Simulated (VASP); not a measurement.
Output of a VASP run:

File OUTCAR:
```
 ion  position               nearest neighbor table
   1  0.000  0.000  0.250-   3 1.42   3 1.42   3 1.42
   2  0.000  0.000  0.750-   4 1.42   4 1.42   4 1.42
   3  0.333  0.667  0.250-   1 1.42   1 1.42   1 1.42
   4  0.667  0.333  0.750-   2 1.42   2 1.42   2 1.42
  LATTYP: Found a hexagonal cell.
 ALAT       =     2.4598071732
 C/A-ratio  =     3.0586115276
 Subroutine PRICEL returns:
 Original cell was already a primitive cell.
 Subroutine GETGRP returns: Found 24 space group operations
The static configuration has the point symmetry D_3d.
 The point group associated with its full space group is D_6h.
The dynamic configuration has the point symmetry D_3d.
 Subroutine INISYM returns: Found 24 space group operations
 Subroutine IBZKPT returns following result:
 Found     24 irreducible k-points:

 Following reciprocal coordinates:
            Coordinates               Weight
  0.000000  0.000000  0.000000      1.000000
  0.111111  0.000000  0.000000      6.000000
  0.222222  0.000000  0.000000      6.000000
  0.333333 -0.000000  0.000000      6.000000
  0.444444  0.000000  0.000000      6.000000
  0.111111  0.111111  0.000000      6.000000
  0.222222  0.111111  0.000000     12.000000
  0.333333  0.111111  0.000000     12.000000
  0.444444  0.111111  0.000000      6.000000
  0.222222  0.222222  0.000000      6.000000
  0.333333  0.222222  0.000000     12.000000
  0.333333  0.333333  0.000000      2.000000
  0.000000  0.000000  0.333333      2.000000
  0.111111  0.000000  0.333333     12.000000
  0.222222  0.000000  0.333333     12.000000
  0.333333 -0.000000  0.333333     12.000000
  0.444444  0.000000  0.333333     12.000000
  0.111111  0.111111  0.333333     12.000000
  0.222222  0.111111  0.333333     24.000000
  0.333333  0.111111  0.333333     24.000000
  0.444444  0.111111  0.333333     12.000000
  0.222222  0.222222  0.333333     12.000000
  0.333333  0.222222  0.333333     24.000000
  0.333333  0.333333  0.333333      4.000000
   k-points           NKPTS =     24   k-points in BZ     NKDIM =     24   number of bands    NBANDS=     12
   number of dos      NEDOS =    301   number of ions     NIONS =      4
   total plane-waves  NPLWV =  18144
   dimension x,y,z NGX =    18 NGY =   18 NGZ =   56
   dimension x,y,z NGXF=    36 NGYF=   36 NGZF=  112
   ions per type =               4
   PREC   = accura    normal or accurate (medium, high low for compatibility)
   ISTART =      0    job   : 0-new  1-cont  2-samecut
   ICHARG =      2    charge: 1-file 2-atom 10-const
   ISPIN  =      1    spin polarized calculation?
   LNONCOLLINEAR =      F non collinear calculations
   LSORBIT =      F    spin-orbit coupling
   INIWAV =      1    electr: 0-lowe 1-rand  2-diag
   ENCUT  =  520.0 eV  38.22 Ry    6.18 a.u.   4.57  4.57 13.99*2*pi/ulx,y,z
   NELM   =    100;   NELMIN=  2; NELMDL= -5     # of ELM steps
   EDIFF  = 0.1E-05   stopping-criterion for ELM
   LREAL  =      F    real-space projection
   NLSPLINE    = F    spline interpolate recip. space projectors
   LMAXMIX     =    2 max onsite mixed and CHGCAR
   VOSKOWN=      0    Vosko Wilk Nusair interpolation
   EDIFFG = -.2E-01   stopping-criterion for IOM
   NSW    =     60    number of steps for IOM
   NBLOCK =      1;   KBLOCK =     60    inner block; outer block
   IBRION =      2    ionic relax: 0-MD 1-quasi-New 2-CG
   NFREE  =      1    steps in history (QN), initial steepest desc. (CG)
   ISIF   =      3    stress and relaxation
   ISYM   =      2    0-nonsym 1-usesym 2-fastsym
   TEIN   =    0.0    initial temperature
   TEBEG  =    0.0;   TEEND  =   0.0 temperature during run
   SMASS  =  -3.00    Nose mass-parameter (am)
   PSTRESS=    0.0 pullay stress
   NELECT =      16.0000    total number of electrons
   EFERMI =   0.00;   METHOD = LEGACY
   ISMEAR =     0;   SIGMA  =   0.05  broadening in eV -4-tet -1-fermi 0-gaus
   IALGO  =     38    algorithm
   LDIAG  =      T    sub-space diagonalisation (order eigenvalues)
...
```

OSZICAR:
```
...
DAV:   2    -0.379777360784E+02    0.60877E-04   -0.76886E-05   612   0.685E-02    0.196E-02
DAV:   3    -0.379777096951E+02    0.26383E-04   -0.82830E-05   680   0.635E-02    0.586E-03
DAV:   4    -0.379777099184E+02   -0.22328E-06   -0.18736E-06   568   0.112E-02
  11 F= -.37977710E+02 E0= -.37977014E+02  d E =-.594288E-04
       N       E                     dE             d eps       ncg     rms          rms(c)
DAV:   1    -0.379786586417E+02   -0.94895E-03   -0.26713E-02   584   0.135E+00    0.107E-01
DAV:   2    -0.379781146130E+02    0.54403E-03   -0.70200E-04   592   0.207E-01    0.583E-02
DAV:   3    -0.379778789760E+02    0.23564E-03   -0.74326E-04   676   0.190E-01    0.174E-02
DAV:   4    -0.379778806267E+02   -0.16507E-05   -0.16404E-05   648   0.330E-02    0.189E-02
DAV:   5    -0.379778798218E+02    0.80489E-06   -0.12191E-05   632   0.287E-02    0.851E-03
DAV:   6    -0.379778796646E+02    0.15723E-06   -0.25478E-06   632   0.112E-02
  12 F= -.37977880E+02 E0= -.37977184E+02  d E =-.229175E-03
       N       E                     dE             d eps       ncg     rms          rms(c)
DAV:   1    -0.379812103130E+02   -0.33305E-02   -0.10513E-01   584   0.267E+00    0.210E-01
DAV:   2    -0.379791060444E+02    0.21043E-02   -0.27175E-03   584   0.409E-01    0.114E-01
DAV:   3    -0.379781852114E+02    0.92083E-03   -0.29072E-03   660   0.375E-01    0.348E-02
DAV:   4    -0.379781920377E+02   -0.68263E-05   -0.64942E-05   652   0.658E-02    0.387E-02
DAV:   5    -0.379781918408E+02    0.19698E-06   -0.57250E-05   636   0.629E-02    0.120E-02
DAV:   6    -0.379781907364E+02    0.11043E-05   -0.70909E-06   680   0.190E-02    0.129E-02
DAV:   7    -0.379781921475E+02   -0.14111E-05   -0.69740E-07   480   0.697E-03    0.897E-03
DAV:   8    -0.379781923742E+02   -0.22671E-06   -0.49616E-08   392   0.240E-03
  13 F= -.37978192E+02 E0= -.37977496E+02  d E =-.541885E-03
       N       E                     dE             d eps       ncg     rms          rms(c)
DAV:   1    -0.379908001853E+02   -0.12608E-01   -0.41619E-01   592   0.531E+00    0.422E-01
DAV:   2    -0.379823738617E+02    0.84263E-02   -0.10743E-02   588   0.814E-01    0.230E-01
DAV:   3    -0.379786700894E+02    0.37038E-02   -0.11799E-02   660   0.755E-01    0.702E-02
DAV:   4    -0.379786980968E+02   -0.28007E-04   -0.26330E-04   644   0.132E-01    0.783E-02
DAV:   5    -0.379787009140E+02   -0.28173E-05   -0.24622E-04   632   0.129E-01    0.233E-02
DAV:   6    -0.379786944634E+02    0.64507E-05   -0.27453E-05   668   0.373E-02    0.239E-02
DAV:   7    -0.379786988047E+02   -0.43413E-05   -0.29150E-06   632   0.137E-02    0.165E-02
DAV:   8    -0.379786997012E+02   -0.89658E-06   -0.19601E-07   456   0.395E-03
  14 F= -.37978700E+02 E0= -.37978003E+02  d E =-.104921E-02
       N       E                     dE             d eps       ncg     rms          rms(c)
DAV:   1    -0.379804984124E+02   -0.17996E-02   -0.44021E-02   600   0.178E+00    0.153E-01
DAV:   2    -0.379795630290E+02    0.93538E-03   -0.12844E-03   596   0.278E-01    0.807E-02
DAV:   3    -0.379791916992E+02    0.37133E-03   -0.11653E-03   636   0.238E-01    0.206E-02
DAV:   4    -0.379791938857E+02   -0.21865E-05   -0.22846E-05   652   0.385E-02    0.168E-02
DAV:   5    -0.379791954363E+02   -0.15506E-05   -0.51269E-06   616   0.216E-02    0.251E-03
DAV:   6    -0.379791955619E+02   -0.12564E-06   -0.14765E-07   488   0.367E-03
  15 F= -.37979196E+02 E0= -.37978499E+02  d E =-.495861E-03
```

OUTCAR:
```
------------------------ aborting loop because EDIFF is reached ----------------------------------------
  FORCE on cell =-STRESS in cart. coord.  units (eV):
  Direction    XX          YY          ZZ          XY          YZ          ZX
  --------------------------------------------------------------------------------------
  Total       -0.0006022     -0.0006022      0.0620435     -0.0000000      0.0000000      0.0000000
  in kB       -0.0235190     -0.0235190      2.4229289     -0.0000000      0.0000000      0.0000000
  external PRESSURE =       0.7919637 kB  Pullay stress =       0.0000000 kB
  volume of cell :       41.03
      direct lattice vectors                 reciprocal lattice vectors
     1.230674481 -2.131590235  0.000000000     0.406281277 -0.234566659 -0.000000000
     1.230674481  2.131590235  0.000000000     0.406281277  0.234566659 -0.000000000
     0.000000000  0.000000000  7.819688251    -0.000000000 -0.000000000  0.127882336
 POSITION                                       TOTAL-FORCE (eV/Angst)
 -----------------------------------------------------------------------------------
      0.00000      0.00000      1.95492        -0.000000      0.000000     -0.000000
      0.00000      0.00000      5.86477         0.000000      0.000000      0.000000
      1.23067      0.71053      1.95492         0.000000      0.000000      0.000000
      1.23067     -0.71053      5.86477         0.000000     -0.000000     -0.000000
 -----------------------------------------------------------------------------------
    total drift:                                0.000000     -0.000000      0.000000
  FREE ENERGIE OF THE ION-ELECTRON SYSTEM (eV)
  ---------------------------------------------------
  free  energy   TOTEN  =       -37.9791955619 eV

  energy  without entropy=      -37.9778016631  energy(sigma->0) =      -37.97849861

 reached required accuracy - stopping structural energy minimisation
```
(Selected blocks of OUTCAR.)

**POSCAR**
```
C
1
    1.2299038001    -2.1302553771     0.0000000000
    1.2299038001     2.1302553771     0.0000000000
   -0.0000000000     0.0000000000     7.5235945755
C
4
Direct
  0.0000000000   0.0000000000   0.2500000000
  0.0000000000   0.0000000000   0.7500000000
  0.3333330000   0.6666670000   0.2500000000
  0.6666670000   0.3333330000   0.7500000000
```

Problem. Reconstruct the remaining input files.

Solution. One answer among several that fit: the input of the run itself, AM05 GGA, plane waves, VASP's PBE PAW potentials (set 64).

**KPOINTS**
```
K-points
0
G
9 9 3
0 0 0
```

INCAR:
```
! general
SYSTEM  =  C
PREC    =  Accurate
ENCUT   =  520
LREAL   =  F
LASPH   =  T

! electronic loop
EDIFF   =  1E-6
NELM    =  100
ALGO    =  Normal

! smearing
ISMEAR  =  0
SIGMA   =  0.05

! functional
GGA     =  AM

! ions
IBRION  =  2
NSW     =  60
ISIF    =  3
EDIFFG  =  -0.02

! output
LWAVE   =  F
LCHARG  =  F
```

POTCAR, in this order: C (PBE.64 set). Program: vasp_std.

Energy and stress use the plane-wave basis of the starting cell. Without a dispersion term in the relaxation, distances and binding between the weakly bound layers, chains or molecules are unreliable, and so is what depends on them.

The compound is C in the graphite structure. This run relaxes it. Symmetry was kept, so distortions that lower it aren't found. The k-mesh is coarse (spacing up to 0.33 per Å, 2π included), so the numbers may not be converged in it. The start is the result of an earlier pass.
